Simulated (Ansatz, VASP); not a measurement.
## Mn3GeC in two plane-wave programs

One calculation is typed for both programs; each brings its own data sets and cutoff. How far apart do they land?

Method: plane waves, with VASP 6.6.1 beside it; single point at r2SCAN, DFT+U, in Ansatz 0.2.0.

**1. Starting point**

The structure is tetragonal, space group I4/mcm (No. 140). Conventional cell: a = 6.024 Å, b = 6.024 Å, c = 8.532 Å, α = 90.00°, β = 90.00°, γ = 90.00°. Ge has 12 Mn at 2.86 to 3.17 Å nearest. Nearest to Mn lie 2 C at 2.13 Å and 4 Ge at 3.01 Å and 8 Mn at 3.02 Å. Mn has 2 C at 2.14 Å and 4 Ge at 2.86 to 3.17 Å and 8 Mn at 3.02 to 3.03 Å nearest. C has 6 Mn at 2.13 to 2.14 Å nearest. Farther neighbours are not listed.

Structure file:

```xyz
10
Lattice="-3.0118 3.0118 4.2658 3.0118 -3.0118 4.2658 3.0118 3.0118 -4.2658" Properties=species:S:1:pos:R:3 pbc="T T T"
Ge    3.0118    0.0000    2.1329
Ge    0.0000    3.0118    2.1329
Mn    0.0000    0.0000    6.3987
Mn    0.0000    0.0000    2.1329
Mn    1.3498    1.6620    4.2658
Mn    1.6620   -1.3498    4.2658
Mn    1.6620    1.3498    0.0000
Mn    1.3498    4.3616    0.0000
C     0.0000    0.0000    4.2658
C     0.0000    0.0000    0.0000
```

**2. VASP: single point, r2SCAN, DFT+U**

With cell and atoms fixed, the geometry can't cause a difference; cores, projectors, grids and the points listed under the comparison can.

Lines of VASP's logs that name or quote its potential files are left out, and so is its time.

File INCAR:

```
SYSTEM = Mn3GeC
PREC = Normal
ENCUT = 480
EDIFF = 1E-06
NELM = 150
ISMEAR = 0
SIGMA = 0.05
LREAL = .FALSE.
ALGO = Normal
METAGGA = R2SCAN
LASPH = .TRUE.
NBANDS = 39
LDAU = .TRUE.
LDAUTYPE = 2
LDAUL = -1 2 -1
LDAUU = 0 3 0
LDAUJ = 0 0 0
LDAUPRINT = 1
LMAXMIX = 4
LORBIT = 11
LWAVE = .FALSE.
LCHARG = .FALSE.
KPAR = 2
AMIX = 0.2
BMIX = 1E-04
AMIX_MAG = 0.8
BMIX_MAG = 1E-04
```

File POSCAR:

```
Mn3GeC
1.0
   -3.0117956475      3.0117956475      4.2658297577
    3.0117956475     -3.0117956475      4.2658297577
    3.0117956475      3.0117956475     -4.2658297577
Ge Mn C
2 6 2
Direct
    0.2500000000      0.7500000000      0.5000000000
    0.7500000000      0.2500000000      0.5000000000
    0.7500000000      0.7500000000      0.0000000000
    0.2500000000      0.2500000000      0.0000000000
    0.7759120060      0.7240879940      0.5000000000
    0.2759120060      0.7759120060      0.0518240120
    0.2240879940      0.2759120060      0.5000000000
    0.7240879940      0.2240879940      0.9481759880
    0.5000000000      0.5000000000      0.0000000000
    0.0000000000      0.0000000000      0.0000000000
```

File KPOINTS:

```
Automatic mesh
0
Gamma
5 5 5
0 0 0
```

PAW data sets: Ge, Mn and C (PBE family, release 64).

The run is started by

```console
mpirun -np 2 vasp_std
```

Numbers of over 12 decimals in the logs are rounded to 6 here.

The program printed:

```text
[banner, memory and clock lines left out]
running    2 mpi-ranks, on    1 nodes
 distrk:  each k-point on    1 cores,    2 groups
 distr:  one band on    1 cores,    1 groups

 POSCAR found type information on POSCAR GeMnC
 POSCAR found :  3 types and      10 ions
|                                                                             |
|               ----> ADVICE to this user running VASP <----                  |
|                                                                             |
|     You enforced a specific xc type in the INCAR file but a different       |
|     [... a line on the potential file left out ...]
|     I HOPE YOU KNOW WHAT YOU ARE DOING!                                     |
|                                                                             |

 LDA part: xc-table for (None), standard interpolation
 POSCAR, INCAR and KPOINTS ok, starting setup
 FFT: planning ... GRIDC
 FFT: planning ... GRID_SOFT
 FFT: planning ... GRID
 WAVECAR not read
 entering main loop
       N       E                     dE             d eps       ncg     rms          rms(c)
DAV:   1     0.441205669912E+03    0.44121E+03   -0.21853E+04  1404   0.152E+03
DAV:   2    -0.541471907587E+02   -0.49535E+03   -0.47877E+03  1404   0.408E+02
DAV:   3    -0.122943359407E+03   -0.68796E+02   -0.63851E+02  2502   0.159E+02
DAV:   4    -0.129475854039E+03   -0.65325E+01   -0.61834E+01  2480   0.546E+01
DAV:   5    -0.129860535382E+03   -0.38468E+00   -0.37059E+00  2433   0.127E+01    0.359E+01
DAV:   6    -0.101702658070E+03    0.28158E+02   -0.19715E+02  2312   0.125E+02    0.150E+01
DAV:   7    -0.110036323464E+03   -0.83337E+01   -0.60866E+01  2688   0.716E+01    0.436E+01
DAV:   8    -0.100534674691E+03    0.95016E+01   -0.19640E+01  2688   0.388E+01    0.787E+00
DAV:   9    -0.101604100045E+03   -0.10694E+01   -0.35434E+00  2632   0.125E+01    0.888E+00
DAV:  10    -0.101692067156E+03   -0.87967E-01   -0.20071E+00  2641   0.990E+00    0.489E+00
DAV:  11    -0.101965181843E+03   -0.27311E+00   -0.28797E-01  2562   0.339E+00    0.441E+00
DAV:  12    -0.102385999481E+03   -0.42082E+00   -0.33416E-01  2584   0.258E+00    0.469E+00
DAV:  13    -0.102159142192E+03    0.22686E+00   -0.99021E-02  2624   0.216E+00    0.465E+00
DAV:  14    -0.102242014687E+03   -0.82872E-01   -0.38477E-01  2648   0.316E+00    0.422E+00
[...]
DAV:  30    -0.103490723844E+03   -0.31491E-03   -0.22662E-03  2648   0.351E-01    0.810E-02
DAV:  31    -0.103490777732E+03   -0.53889E-04   -0.36742E-04  2353   0.157E-01    0.555E-02
DAV:  32    -0.103490859062E+03   -0.81330E-04   -0.64648E-04  2656   0.176E-01    0.530E-02
DAV:  33    -0.103490833369E+03    0.25693E-04   -0.12610E-04  2248   0.812E-02    0.297E-02
DAV:  34    -0.103490837940E+03   -0.45710E-05   -0.62913E-05  2536   0.515E-02    0.232E-02
DAV:  35    -0.103490839967E+03   -0.20263E-05   -0.18281E-05  2304   0.279E-02    0.206E-02
DAV:  36    -0.103490838684E+03    0.12825E-05   -0.10207E-06  1168   0.123E-02    0.210E-02
DAV:  37    -0.103490838415E+03    0.26865E-06   -0.20681E-07   996   0.326E-03
   1 F= -.10349084E+03 E0= -.10347893E+03  d E =-.238211E-01
```

Parts of OUTCAR (step 2):

```text
ion  position               nearest neighbor table
   1  0.250  0.750  0.500-   5 2.86   6 2.86   7 2.86   8 2.86   3 3.01   4 3.01   4 3.01   3 3.01

  LATTYP: Found a body centered tetragonal cell.
 ALAT       =     6.0235912950
 C/A-ratio  =     1.4163742355

 Subroutine GETGRP returns: Found 16 space group operations
 (whereof  8 operations were pure point group operations)

The static configuration has the point symmetry C_4h.
 The point group associated with its full space group is D_4h.

 Found     18 irreducible k-points:

   k-points           NKPTS =     18   k-points in BZ     NKDIM =     18   number of bands    NBANDS=     39

   dimension x,y,z NGX =    32 NGY =   32 NGZ =   32
   dimension x,y,z NGXF=    64 NGYF=   64 NGZF=   64

   ENCUT  =  480.0 eV  35.28 Ry    5.94 a.u.  10.77 10.77 10.77*2*pi/ulx,y,z

   NELECT =      58.0000    total number of electrons

 k-points in reciprocal lattice and weights: Automatic mesh
   0.00000000  0.00000000  0.00000000       0.008
   0.20000000 -0.00000000  0.00000000       0.064
   0.40000000 -0.00000000  0.00000000       0.064
   0.20000000  0.20000000  0.00000000       0.064
   0.40000000  0.20000000  0.00000000       0.128
  -0.40000000  0.20000000 -0.00000000       0.128
  -0.20000000  0.20000000  0.00000000       0.032
   0.40000000  0.40000000  0.00000000       0.064
  -0.40000000  0.40000000  0.00000000       0.032
[...]
-0.40000000  0.40000000  0.40000000       0.032
  -0.40000000 -0.40000000  0.40000000       0.016

atom =   3  type =  2  l = 2

 onsite density matrix

spin component  1

  0.8652 -0.0000 -0.0000  0.0000  0.0000
 -0.0000  0.4885 -0.0000 -0.0000 -0.0000
 -0.0000 -0.0000  0.6067 -0.0000 -0.0000
  0.0000 -0.0000 -0.0000  0.4885 -0.0000
  0.0000 -0.0000 -0.0000 -0.0000  0.0758

spin component  2

 occupancies and eigenvectors

  o =  0.0758  v =  0.0000  0.0000  0.0000 -0.0000  1.0000  0.0000  0.0000  0.0000  0.0000  0.0000      0.0000  0.0000  0.0000  0.0000  0.0000  0.0000  0.0000  0.0000  0.0000  0.0000
  o =  0.0758  v =  0.0000  0.0000  0.0000  0.0000  0.0000  0.0000  0.0000  0.0000 -0.0000  1.0000      0.0000  0.0000  0.0000  0.0000  0.0000  0.0000  0.0000  0.0000  0.0000  0.0000
  o =  0.4885  v =  0.0000  0.2250  0.0000  0.9744  0.0000  0.0000  0.0000  0.0000  0.0000  0.0000      0.0000  0.0000  0.0000  0.0000  0.0000  0.0000  0.0000  0.0000  0.0000  0.0000
  o =  0.4885  v =  0.0000  0.0000  0.0000  0.0000  0.0000  0.0000  0.2250  0.0000  0.9744  0.0000      0.0000  0.0000  0.0000  0.0000  0.0000  0.0000  0.0000  0.0000  0.0000  0.0000
  o =  0.4885  v =  0.0000  0.0000  0.0000  0.0000  0.0000  0.0000 -0.9744 -0.0000  0.2250  0.0000      0.0000  0.0000  0.0000  0.0000  0.0000  0.0000  0.0000  0.0000  0.0000  0.0000
  o =  0.4885  v =  0.0000 -0.9744 -0.0000  0.2250  0.0000  0.0000  0.0000  0.0000  0.0000  0.0000      0.0000  0.0000  0.0000  0.0000  0.0000  0.0000  0.0000  0.0000  0.0000  0.0000
  o =  0.6067  v =  0.0000  0.0000 -1.0000  0.0000  0.0000  0.0000  0.0000  0.0000  0.0000  0.0000      0.0000  0.0000  0.0000  0.0000  0.0000  0.0000  0.0000  0.0000  0.0000  0.0000
  o =  0.6067  v =  0.0000  0.0000  0.0000  0.0000  0.0000  0.0000  0.0000 -1.0000  0.0000  0.0000      0.0000  0.0000  0.0000  0.0000  0.0000  0.0000  0.0000  0.0000  0.0000  0.0000
  o =  0.8652  v =  1.0000  0.0000  0.0000  0.0000  0.0000  0.0000  0.0000  0.0000  0.0000  0.0000      0.0000  0.0000  0.0000  0.0000  0.0000  0.0000  0.0000  0.0000  0.0000  0.0000
  o =  0.8652  v =  0.0000  0.0000  0.0000  0.0000  0.0000  1.0000  0.0000  0.0000  0.0000  0.0000      0.0000  0.0000  0.0000  0.0000  0.0000  0.0000  0.0000  0.0000  0.0000  0.0000

atom =   4  type =  2  l = 2

 onsite density matrix

spin component  1

  0.8652 -0.0000 -0.0000  0.0000  0.0000
 -0.0000  0.4885  0.0000 -0.0000  0.0000
 -0.0000  0.0000  0.6067 -0.0000 -0.0000
  0.0000 -0.0000 -0.0000  0.4885  0.0000
  0.0000  0.0000 -0.0000  0.0000  0.0758

spin component  2

 occupancies and eigenvectors

  o =  0.0758  v =  0.0000 -0.0000 -0.0000  0.0000 -1.0000  0.0000  0.0000  0.0000  0.0000  0.0000      0.0000  0.0000  0.0000  0.0000  0.0000  0.0000  0.0000  0.0000  0.0000  0.0000
[...]
-0.0586 -0.0000  0.6547 -0.0000 -0.0000
 -0.0000 -0.2141 -0.0000  0.4538 -0.0000
  0.0000 -0.0000 -0.0000 -0.0000  0.3388

 occupancies and eigenvectors

  o =  0.2396  v =  0.0000 -0.7071  0.0000 -0.7071  0.0000  0.0000  0.0000  0.0000  0.0000  0.0000      0.0000  0.0000  0.0000  0.0000  0.0000  0.0000  0.0000  0.0000  0.0000  0.0000
  o =  0.2396  v =  0.0000  0.0000  0.0000  0.0000  0.0000  0.0000 -0.7071  0.0000 -0.7071  0.0000      0.0000  0.0000  0.0000  0.0000  0.0000  0.0000  0.0000  0.0000  0.0000  0.0000
  o =  0.3388  v =  0.0000 -0.0000 -0.0000 -0.0000 -1.0000  0.0000  0.0000  0.0000  0.0000  0.0000      0.0000  0.0000  0.0000  0.0000  0.0000  0.0000  0.0000  0.0000  0.0000  0.0000
  o =  0.3388  v =  0.0000  0.0000  0.0000  0.0000  0.0000  0.0000 -0.0000 -0.0000 -0.0000 -1.0000      0.0000  0.0000  0.0000  0.0000  0.0000  0.0000  0.0000  0.0000  0.0000  0.0000
  o =  0.5845  v =  0.0000  0.0000  0.0000  0.0000  0.0000 -0.7673  0.0000 -0.6413 -0.0000  0.0000      0.0000  0.0000  0.0000  0.0000  0.0000  0.0000  0.0000  0.0000  0.0000  0.0000
  o =  0.5845  v = -0.7673  0.0000 -0.6413 -0.0000  0.0000  0.0000  0.0000  0.0000  0.0000  0.0000      0.0000  0.0000  0.0000  0.0000  0.0000  0.0000  0.0000  0.0000  0.0000  0.0000
  o =  0.6679  v =  0.0000  0.7071  0.0000 -0.7071 -0.0000  0.0000  0.0000  0.0000  0.0000  0.0000      0.0000  0.0000  0.0000  0.0000  0.0000  0.0000  0.0000  0.0000  0.0000  0.0000
  o =  0.6679  v =  0.0000  0.0000  0.0000  0.0000  0.0000  0.0000  0.7071  0.0000 -0.7071 -0.0000      0.0000  0.0000  0.0000  0.0000  0.0000  0.0000  0.0000  0.0000  0.0000  0.0000
  o =  0.7037  v =  0.6413  0.0000 -0.7673 -0.0000  0.0000  0.0000  0.0000  0.0000  0.0000  0.0000      0.0000  0.0000  0.0000  0.0000  0.0000  0.0000  0.0000  0.0000  0.0000  0.0000
  o =  0.7037  v =  0.0000  0.0000  0.0000  0.0000  0.0000  0.6413  0.0000 -0.7673 -0.0000  0.0000      0.0000  0.0000  0.0000  0.0000  0.0000  0.0000  0.0000  0.0000  0.0000  0.0000

atom =   8  type =  2  l = 2

 onsite density matrix

spin component  1

  0.6336 -0.0000  0.0586 -0.0000  0.0000
 -0.0000  0.4538  0.0000  0.2141 -0.0000
  0.0586  0.0000  0.6547 -0.0000 -0.0000
 -0.0000  0.2141 -0.0000  0.4538 -0.0000
  0.0000 -0.0000 -0.0000 -0.0000  0.3388

spin component  2

 occupancies and eigenvectors

  o =  0.2396  v =  0.0000 -0.7071  0.0000  0.7071 -0.0000  0.0000  0.0000  0.0000  0.0000  0.0000      0.0000  0.0000  0.0000  0.0000  0.0000  0.0000  0.0000  0.0000  0.0000  0.0000
  o =  0.2396  v =  0.0000  0.0000  0.0000  0.0000  0.0000  0.0000 -0.7071  0.0000  0.7071 -0.0000      0.0000  0.0000  0.0000  0.0000  0.0000  0.0000  0.0000  0.0000  0.0000  0.0000
  o =  0.3388  v =  0.0000 -0.0000 -0.0000  0.0000  1.0000  0.0000  0.0000  0.0000  0.0000  0.0000      0.0000  0.0000  0.0000  0.0000  0.0000  0.0000  0.0000  0.0000  0.0000  0.0000
  o =  0.3388  v =  0.0000  0.0000  0.0000  0.0000  0.0000  0.0000 -0.0000 -0.0000  0.0000  1.0000      0.0000  0.0000  0.0000  0.0000  0.0000  0.0000  0.0000  0.0000  0.0000  0.0000
  o =  0.5845  v =  0.0000  0.0000  0.0000  0.0000  0.0000 -0.7673  0.0000  0.6413 -0.0000  0.0000      0.0000  0.0000  0.0000  0.0000  0.0000  0.0000  0.0000  0.0000  0.0000  0.0000
  o =  0.5845  v = -0.7673  0.0000  0.6413 -0.0000  0.0000  0.0000  0.0000  0.0000  0.0000  0.0000      0.0000  0.0000  0.0000  0.0000  0.0000  0.0000  0.0000  0.0000  0.0000  0.0000
  o =  0.6679  v =  0.0000  0.7071  0.0000  0.7071 -0.0000  0.0000  0.0000  0.0000  0.0000  0.0000      0.0000  0.0000  0.0000  0.0000  0.0000  0.0000  0.0000  0.0000  0.0000  0.0000
  o =  0.6679  v =  0.0000  0.0000  0.0000  0.0000  0.0000  0.0000  0.7071  0.0000  0.7071 -0.0000      0.0000  0.0000  0.0000  0.0000  0.0000  0.0000  0.0000  0.0000  0.0000  0.0000
  o =  0.7037  v =  0.0000  0.0000  0.0000  0.0000  0.0000  0.6413  0.0000  0.7673 -0.0000  0.0000      0.0000  0.0000  0.0000  0.0000  0.0000  0.0000  0.0000  0.0000  0.0000  0.0000
  o =  0.7037  v =  0.6413  0.0000  0.7673 -0.0000  0.0000  0.0000  0.0000  0.0000  0.0000  0.0000      0.0000  0.0000  0.0000  0.0000  0.0000  0.0000  0.0000  0.0000  0.0000  0.0000

 average (electrostatic) potential at core
       1 -36.7918       2 -36.7918       3 -50.6474       4 -50.6474       5 -50.6189
       6 -50.6189       7 -50.6189       8 -50.6189       9 -53.1543      10 -53.1543

 E-fermi :   4.0034

 k-point     1 :       0.0000    0.0000    0.0000
  band No.  band energies     occupation
    ...
     26       3.3046      2.00000
     27       3.4211      2.00000
     28       3.6044      2.00000
     29       3.6045      2.00000
     30       3.8897      1.99870
     31       4.1253      0.00057
     32       4.4946      0.00000
     33       4.7502      0.00000
     34       4.7502      0.00000
     35       5.0155      0.00000
    ...

 k-point     2 :       0.2000   -0.0000    0.0000
  band No.  band energies     occupation
    ...
     25       3.4004      2.00000
     26       3.4571      2.00000
     27       3.5112      2.00000
     28       3.6517      2.00000
     29       3.6916      2.00000
     30       4.1036      0.00462
     31       4.1407      0.00010
     32       4.1719      0.00000
     33       4.7391      0.00000
     34       4.7950      0.00000
    ...

 k-point     3 :       0.4000   -0.0000    0.0000
  band No.  band energies     occupation
    ...
     26       3.6401      2.00000
     27       3.7015      2.00000
     28       3.7395      2.00000
     29       3.7925      2.00000
     30       4.0033      1.00326
     31       4.2765      0.00000
     32       4.3782      0.00000
     33       4.8114      0.00000
     34       4.8860      0.00000
     35       4.8972      0.00000
    ...

 k-point     4 :       0.2000    0.2000    0.0000
  band No.  band energies     occupation
    ...
     25       3.3909      2.00000
     26       3.6125      2.00000
     27       3.6190      2.00000
     28       3.7016      2.00000
     29       3.7675      2.00000
     30       4.0962      0.00869
     31       4.3973      0.00000
     32       4.5004      0.00000
     33       4.6661      0.00000
     34       4.8373      0.00000
    ...

 k-point     5 :       0.4000    0.2000    0.0000
  band No.  band energies     occupation
    ...
     26       3.6594      2.00000
     27       3.6950      2.00000
     28       3.8167      2.00000
     29       3.8777      1.99962
     30       3.9974      1.13590
     31       4.4584      0.00000
     32       4.4869      0.00000
     33       4.7389      0.00000
     34       4.8108      0.00000
     35       4.9156      0.00000
    ...

 k-point     6 :      -0.4000    0.2000   -0.0000
  band No.  band energies     occupation
    ...
     25       3.4108      2.00000
     26       3.5695      2.00000
     27       3.6996      2.00000
     28       3.8016      2.00000
     29       3.8277      2.00000
     30       4.0394      0.30882
     31       4.2984      0.00000
     32       4.3988      0.00000
     33       4.6287      0.00000
     34       4.7382      0.00000
    ...

  Total      -34.4700219    -34.4700219    -41.0140775      0.0000000      0.0000000      0.0000000
  in kB     -356.8105018   -356.8105018   -424.5501680      0.0000000      0.0000000      0.0000000
  external PRESSURE =    -379.3903905 kB  Pullay stress =       0.0000000 kB

  energy-cutoff  :      480.00
  volume of cell :      154.78
      direct lattice vectors                 reciprocal lattice vectors
    -3.011795648  3.011795648  4.265829758     0.000000000  0.166013919  0.117210491
     3.011795648 -3.011795648  4.265829758     0.166013919  0.000000000  0.117210491
     3.011795648  3.011795648 -4.265829758     0.166013919  0.166013919  0.000000000

 POSITION                                       TOTAL-FORCE (eV/Angst)
 -----------------------------------------------------------------------------------
      3.01180     -0.00000      2.13291         0.000000      0.000000     -0.000000
     -0.00000      3.01180      2.13291         0.000000      0.000000     -0.000000
      0.00000      0.00000      6.39874         0.000000      0.000000     -0.000000
      0.00000      0.00000      2.13291         0.000000      0.000000     -0.000000
      1.34981      1.66198      4.26583        -0.107244      0.107244      0.000000
      1.66198     -1.34981      4.26583         0.107244      0.107244      0.000000
      1.66198      1.34981      0.00000         0.107244     -0.107244     -0.000000
      1.34981      4.36161      0.00000        -0.107244     -0.107244     -0.000000
      0.00000      0.00000      4.26583         0.000000      0.000000     -0.000000
      0.00000      0.00000      0.00000         0.000000      0.000000     -0.000000
 -----------------------------------------------------------------------------------
    total drift:                               -0.000000     -0.000000      0.000000

  FREE ENERGIE OF THE ION-ELECTRON SYSTEM (eV)
  ---------------------------------------------------
  free  energy   TOTEN  =      -103.4908384155 eV

  energy  without entropy=     -103.4670173281  energy(sigma->0) =     -103.47892787

 total charge
# of ion       s       p       d       tot
------------------------------------------
    1        1.136   0.968   0.051   2.155
    2        1.136   0.968   0.051   2.155
    3        0.250   0.273   5.027   5.550
    4        0.250   0.273   5.027   5.550
    5        0.238   0.263   5.044   5.545
    6        0.238   0.263   5.044   5.545
    7        0.238   0.263   5.044   5.545
    8        0.238   0.263   5.044   5.545
    9        0.877   1.378   0.000   2.255
   10        0.877   1.378   0.000   2.255
--------------------------------------------------
tot          5.479   6.290  30.332  42.102
```

This run has no spin polarisation, although Mn can carry a moment. The k-mesh is coarse for a metal. A U on the itinerant d states of such a compound is hard to justify; it moves the bands at the Fermi level. The PAW data sets were made with PBE, which is usual practice but a small mismatch for other functionals. The data sets Ge and Mn keep the semicore shell frozen, which is cheaper and a little less accurate.

(Continued in part 2 of 2.)

[Lines on the potential files, build, host, timing and source positions are cut from VASP's logs without a mark.]

[Logs are printed without paths, hosts, clocks, repeated set-up lines and the standing remarks that a program may print on its own settings, such as how far it seeks lower states.]

[Hosts, paths, dates, database ids (printed as entryN), source tags and the programs' standing remarks are cut or masked in the printed files.]
